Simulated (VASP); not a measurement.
HfZrSe3:

```
Zr Hf Se
1.0
     4.97409    0.00000    0.00000
     0.00000    4.97409    0.00000
     0.00000    0.00000    4.97409
Zr Hf Se
1 1 3
Direct
  0.50000 0.50000 0.50000
  0.00000 0.00000 0.00000
  0.50000 0.00000 0.00000
  0.00000 0.50000 0.00000
  0.00000 0.00000 0.50000
```

The cell was built by a generator and needn't be a form met in nature.

| Item | Value |
| --- | --- |
| Program | VASP 6.6.1 |
| Task | relaxation of cell and atoms |
| Functional | PBE |
| Potentials or basis | VASP PAW PBE potentials, release 64 (Zr_sv, Hf_pv, Se) |
| Cutoff | 520 eV |
| k mesh | 3 × 3 × 3 |
| Occupations | gaussian, width 0.15 eV |
| Spin | no spin polarisation |

At the start: pressure 5.4 GPa; volume 24.61 Å³/atom.

Q: Where does the relaxation end?

A: Over 3 steps the energy falls by 24.8 meV/atom and the volume is 26.21 Å³/atom (+6.5 %); space group Pm-3m (No. 221, to 0.05 Å).

The path:
```
step  energy change (eV)  largest force (eV/Å)  pressure (GPa)  volume (Å³)
   1              0.0000                0.0000            5.36       123.07
   2             -0.0377                0.0000           -3.61       138.33
   3             -0.1242                0.0000            0.04       131.03
```

Final structure:
```
Zr Hf Se
1.0
     5.07909    0.00000    0.00000
     0.00000    5.07909    0.00000
     0.00000    0.00000    5.07909
Zr Hf Se
1 1 3
Direct
  0.50000 0.50000 0.50000
  0.00000 0.00000 0.00000
  0.50000 0.00000 0.00000
  0.00000 0.50000 0.00000
  0.00000 0.00000 0.50000
```

Caveat: the k mesh is coarse (spacing up to 0.42 Å⁻¹), so the values aren't converged.
